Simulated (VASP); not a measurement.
```xyz
1
Lattice="0.0000 2.5510 2.5510 2.5510 0.0000 2.5510 2.5510 2.5510 0.0000" Properties=species:S:1:pos:R:3 pbc="T T T"
Sm     0.0000     0.0000     0.0000
```

Level of theory: r2SCAN meta-GGA, VASP's PBE PAW potentials (set 64) (plane waves; VASP). Run with 400 eV cut-off, 11×11×11 Γ-centred mesh, first-order Methfessel-Paxton smearing of 0.10 eV, potentials Sm_3.

The 4f electrons are frozen in the core of the lanthanide potential, so 4f levels, which can set the real gap, and their magnetism are missing. Energy and stress use the plane-wave basis of the starting cell.

**Question.** The ions, cell shape and volume are relaxed. What does this cell relax into?

**Answer.** 
```xyz
1
Lattice="0.0000 2.5691 2.5691 2.5691 0.0000 2.5691 2.5691 2.5691 0.0000" Properties=species:S:1:pos:R:3 pbc="T T T"
Sm     0.0000     0.0000     0.0000
```
Space group Fm-3m (225), at a tolerance of 0.03 Å.

**Question.** How do energy and volume change from the first to the last step?

**Answer.** The energy (σ→0) changes by -1.6 meV/atom and the volume by +2.1 %, in 3 ionic steps.

```tsv
step	E(σ→0) (eV)	max force (eV/Å)	pressure (GPa)	volume (Å³)
1	-29.7125	0.000	0.78	33.20
2	-29.7141	0.000	-0.07	33.99
3	-29.7142	0.000	-0.02	33.91
```

The structure was generated: Sm was put into the fcc type (Fm-3m), which need not be its known phase. This run relaxes it. Symmetry was kept, so distortions that lower it aren't found.
